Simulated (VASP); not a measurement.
Crystal: Al.

```xyz
1
Lattice="0.0000 2.0248 2.0248 2.0248 0.0000 2.0248 2.0248 2.0248 0.0000" Properties=species:S:1:pos:R:3 pbc="T T T"
Al    0.0000    0.0000    0.0000
```

| Property | Result |
| --- | --- |
| Program | VASP 6.6.1 |
| Task | relaxation of cell and atoms |
| Functional | LDA |
| Potentials or basis | VASP PAW LDA potentials, release 64 (Al) |
| Cutoff | 600 eV |
| k mesh | 18 × 18 × 18 |
| Occupations | gaussian, width 0.1 eV |
| Spin | no spin polarisation |

At the start: pressure -3.6 GPa; volume 16.60 Å³/atom.

**Question.** How do energy, volume and symmetry change on relaxing?

**Answer.** Over 3 steps the energy falls by 9.2 meV/atom and the volume is 15.82 Å³/atom (-4.7 %); space group Fm-3m (No. 225, to 0.05 Å).

The path:
```csv
step,energy change (eV),largest force (eV/Å),pressure (GPa),volume (Å³)
1,0.0000,0.0000,-3.60,16.60
2,-0.0090,0.0000,0.50,15.72
3,-0.0092,0.0000,0.00,15.82
```

Final structure:
```
Al
1.0
     0.00000    1.99238    1.99238
     1.99238    0.00000    1.99238
     1.99238    1.99238    0.00000
Al
1
Direct
  0.00000 0.00000 0.00000
```
